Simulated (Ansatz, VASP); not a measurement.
## Two plane-wave programs on GeBiO4

The input INCAR:

```
PREC = Accurate
ENCUT = 600
EDIFF = 1E-7
ISMEAR = 0
SIGMA = 0.1
LREAL = False
LASPH = True
NELM = 60
ALGO = Normal
ISIF = 3
LWAVE = False
LCHARG = False
GGA = PE
IBRION = 2
NSW = 90
EDIFFG = -0.04
```

File KPOINTS:

```
regular mesh
0
Gamma
  4 4 4
```

File POSCAR:

```
GeBiO4
1.0
    2.5307328500     -4.2490094900      0.0000000000
    2.5307328500      4.2490094900      0.0000000000
    0.0000000000      0.0000000000      4.0370788600
Ge Bi O
1 1 4
Direct
    0.0000000000      0.0000000000      0.5000000000
    0.5000000000      0.5000000000      0.0000000000
    0.1683163000      0.8316837000      0.0000000000
    0.8316837000      0.1683163000      0.0000000000
    0.0000000000      0.5000000000      0.5000000000
    0.5000000000      0.0000000000      0.5000000000
```

Input for Ansatz:

```yaml
crystal:
  lattice:
    - [2.53073285, -4.24900949, 0.0]
    - [2.53073285, 4.24900949, 0.0]
    - [0.0, 0.0, 4.03707886]
  atoms:
    - { symbol: Ge, position: [0.0, 0.0, 0.5] }
    - { symbol: Bi, position: [0.5, 0.5, 0.0] }
    - { symbol: O, position: [0.1683163, 0.8316837, 0.0] }
    - { symbol: O, position: [0.8316837, 0.1683163, 0.0] }
    - { symbol: O, position: [0.0, 0.5, 0.5] }
    - { symbol: O, position: [0.5, 0.0, 0.5] }
basis:
  ecutwfc: 420
kpoints:
  mp_grid: { grid: [4, 4, 4] }
hamiltonian:
  xc: pbe
scf:
  occupations: { method: gaussian, width: 0.1 }
  lower_state_search: "off"
output:
  forces: true
  stress: true
  eigenvalues: true
relax:
  adjacent_minimum: "off"
  f_tol: 0.04
  max_steps: 70
  cell: { stress_tol: 0.4 }
```

Change from the starting cell: species swapped into the GdAlNi4 type (Cmmm, No. 65).

Alike in both runs: task relaxation of cell and atoms; functional PBE; k mesh 4 × 4 × 4; occupations gaussian, width 0.1 eV; no spin polarisation.

|  | VASP | Ansatz |
| --- | --- | --- |
| version | VASP 6.6.1 | Ansatz 0.2.0 |
| potentials or method | VASP PAW PBE potentials, release 64 (Ge_d, Bi_d, O) | scalar-relativistic, plane waves, PAW |
| plane-wave cutoff (eV) | 600 | 420 |
| valence electrons in the cell | 53 | 53 |

Ansatz gave:

| Item | Value |
| --- | --- |
| gap on the k mesh at the Fermi level, each at its own relaxed structure (eV) | none |
| relaxed volume (Å³/atom) | 12.39 |
| relaxed cell length with the largest relative difference (Å) | 4.760 |
| energy change over the relaxation (meV/atom) | -947 |

**Question.** Estimate VASP's values.

**Answer.** gap on the k mesh at the Fermi level, each at its own relaxed structure (eV): none; relaxed volume (Å³/atom): 12.30; relaxed cell length with the largest relative difference (Å): 4.697; energy change over the relaxation (meV/atom): -936.

A gap of «none» marks a metal or a gap that the smearing closes.

Caveats: the k mesh is coarse (spacing up to 0.39 Å⁻¹), so the values aren't converged; the volume moved by over 15 % at a fixed basis, so the end points are rough (VASP); spin-orbit coupling is left out, which moves the levels of the heavy elements; an odd number of electrons without spin polarisation forces a metal; a magnetic or distorted state may lie lower.
